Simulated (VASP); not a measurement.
The system is NbSeN.

```
Nb Se N
1.0
     3.67250    0.00000    0.00000
     0.00000    3.67250    0.00000
     0.00000    0.00000    6.37816
Nb Se N
2 2 2
Direct
  0.00000 0.50000 0.82697
  0.50000 0.00000 0.17303
  0.00000 0.50000 0.38148
  0.50000 0.00000 0.61852
  0.00000 0.00000 0.00000
  0.50000 0.50000 0.00000
```

The cell comes from a database or a generator and needn't be the stable form of this composition.

```yaml
Program: VASP 6.6.1
Task: single point
Functional: PBE
Potentials_or_basis: VASP PAW PBE potentials, release 64 (Nb_sv, Se, N)
Cutoff: 520 eV
k_mesh: 7 × 7 × 4
Occupations: fermi-dirac, width 0.05 eV
Spin: no spin polarisation
```

On this cell: pressure -3.3 GPa; largest force 0.511 eV/Å; band gap on the k mesh none (metal or under the smearing width).

The same run follows on a disturbed copy (atoms moved at random, drawn with an rms of 0.05 Å):

```
Nb Se N
1.0
     3.67250    0.00000    0.00000
     0.00000    3.67250    0.00000
     0.00000    0.00000    6.37816
Nb Se N
2 2 2
Direct
  0.99487 0.50883 0.82498
  0.50409 0.00935 0.17120
  0.00284 0.50047 0.38168
  0.49754 0.00565 0.62606
  0.00557 0.00418 0.00394
  0.50561 0.50640 0.00727
```

Task: What changes?

Result: The energy (extrapolated to zero smearing) moves by +4.9 meV/atom; pressure -3.0 GPa; largest force 0.890 eV/Å; band gap on the k mesh none (metal or under the smearing width).

Forces in eV/Å, atoms in the order of the input:
```
Nb   0.329 -0.158  0.812
Nb   0.046 -0.166 -0.221
Se  -0.078  0.130  0.192
Se   0.026 -0.038 -0.221
N   -0.134  0.171 -0.179
N   -0.189  0.061 -0.382
```

Stress tensor (GPa, compression positive):
```
-3.25  0.04 -0.16
 0.04 -2.92 -0.16
-0.16 -0.16 -2.80
```
